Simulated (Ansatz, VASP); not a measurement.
Mg6SiB in VASP and in Ansatz

```xyz
8
Lattice="3.9757 0.0000 0.0000 0.0000 3.8917 4.9380 0.0000 -3.8917 4.9380" Properties=species:S:1:pos:R:3 pbc="T T T"
Si    0.0000    0.0000    9.3476
Mg    1.9879    0.0000    1.3862
Mg    1.9879   -2.1849    3.7819
Mg    1.9879    2.1849    3.7819
Mg    0.0000    0.0000    3.6676
Mg    0.0000   -1.4376    6.2111
Mg    0.0000    1.4376    6.2111
B     1.9879    0.0000    5.1167
```

The cell comes from a database or a generator and needn't be the stable form of this composition.

Alike in both runs: task single point; functional LDA; k mesh 7 × 5 × 5; occupations gaussian, width 0.1 eV; no spin polarisation.

|  | VASP | Ansatz |
| --- | --- | --- |
| version | VASP 6.6.1 | Ansatz 0.2.0 |
| potentials or method | VASP PAW LDA potentials, release 54 (Si, Mg, B) | Ansatz PAW |
| plane-wave cutoff (eV) | 520 | 420 |
| valence electrons in the cell | 19 | 67 |

Ansatz gave:

* gap on the k mesh at the Fermi level (eV): none
* pressure (GPa): -3.0
* largest component of the traceless stress (GPa): 0.38
* rms of the force components (eV/Å): 0.052

Task: Which values does VASP return?

Result: gap on the k mesh at the Fermi level (eV): none; pressure (GPa): -3.3; largest component of the traceless stress (GPa): 0.41; rms of the force components (eV/Å): 0.053.

Atom by atom the forces differ by 0.001 eV/Å (rms over components). A gap of «none» marks a metal or a gap that the smearing closes. The two sets of potentials don't hold the same shells in valence.

Caveats: the PAW data sets come from PBE, with cores solved anew for the run's functional, which leaves a small shift of forces and pressure (Ansatz).
